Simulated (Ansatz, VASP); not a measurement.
# Equation of state of Cs3Pt under PBE

Space group Pm-3m (No. 221). a = 5.778 Å, b = 5.778 Å, c = 5.778 Å, α = 90.00°, β = 90.00°, γ = 90.00°
```csv
atom,site,symmetry,x,y,z
Pt,1b,m-3m,0.5000,0.5000,0.5000
Cs,3d,4/mm.m,0.5000,0.0000,0.0000
```

The cell comes from a database or a generator and needn't be the stable form of this composition.

The cell was scaled at fixed shape and fractions and run with Ansatz, Ansatz PAW, cutoff 420 eV; PBE, k mesh 5 × 5 × 5 on the cell of 4 atoms, fermi-dirac occupations of 0.05 eV, no spin polarisation, no spin-orbit coupling. Energies are those that the program minimises, any entropy of the smearing included. For a metal such a mesh isn't converged to the digits shown.

```csv
V (Å³/atom),energy over the lowest row (meV/atom)
45.3234,1.011
46.2877,0.000
47.2520,0.052
48.2164,1.076
49.1807,?
50.1450,5.680
51.1093,9.090
```

**Question.** Fit the third-order Birch-Murnaghan form, give V0, B0 and B′, and predict the energy left open.

**Answer.** With y = (V0/V)^(2/3), E = E0 + (9 V0 B0/16) [(y - 1)³ B′ + (y - 1)² (6 - 4y)]. Least squares through the rows shown give V0 = 46.7128 Å³/atom, E0 = -0.104 meV, B0 = 8.244 GPa (1 eV/Å³ = 160.218 GPa) and B′ = 3.87, with a largest miss of 0.003 meV. At V = 49.1807 the form with these constants gives 2.981 meV; the run gave 2.981 meV an atom. Other set-ups at this level, from all their volumes (Å³/atom, GPa): VASP, PBE PAW files Cs_sv, Pt, 520 eV: V0 47.051, B0 8.315.
